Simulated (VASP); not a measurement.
Data:

```xyz
1
Lattice="-1.6830 1.6830 1.6830 1.6830 -1.6830 1.6830 1.6830 1.6830 -1.6830" Properties=species:S:1:pos:R:3 pbc="T T T"
Ta     0.0000     0.0000     0.0000
```
Cell charge -0.02.

The numbers are results of PBE GGA, VASP's PBE PAW potentials (set 64) (plane waves; VASP), not measurements. Settings: NELECT = 11.02, 400 eV cut-off, 14×14×14 Γ-centred mesh, Gaussian smearing of 0.050 eV, potentials Ta_pv.

The cell is charged, with a uniform compensating background.

Give the stress tensor in GPa (positive for a compressed cell).

```
-6.78   0.00   0.00
 0.00  -6.78   0.00
 0.00   0.00  -6.78
```
The pressure is its mean diagonal, -6.78 GPa.

The compound is Ta in the bcc structure. The cell was not relaxed at this level. The run is one of a series of settings (ISMEAR = 0, NELECT = 11.02, SIGMA = 0.05 against the base run), some of them coarse on purpose.
